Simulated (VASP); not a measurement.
Here is the system:

```
Ta2N
1.0
    3.06152     0.00000     0.00000
   -1.53076     2.65135     0.00000
    0.00000     0.00000    16.37116
N Ta
1 2
Cartesian
  0.00000   0.00000   8.18558
  0.00000   1.76757   9.37499
  1.53076   0.88378   6.99617
```

Computed with r2SCAN meta-GGA, VASP's PBE PAW potentials (set 64) (plane waves; VASP 6.6.1). Settings: 520 eV cut-off, 13×13×1 Γ-centred mesh, tetrahedra with Blöchl corrections, potentials N Ta_pv.

The cell holds a wide vacuum, so values per volume refer to the whole cell. The cores are frozen, which limits the accuracy of field gradients.

Task: Give the principal components of the electric field gradient (V/Å²) and the asymmetry η at each nucleus.

Result: 
```csv
atom,Vxx,Vyy,Vzz,η
N1,3.7,3.7,-7.4,0.00
Ta2,-147.7,-147.6,295.3,0.00
Ta3,-147.7,-147.6,295.3,0.00
```

The cell is a sheet with vacuum, built from a generated structure.
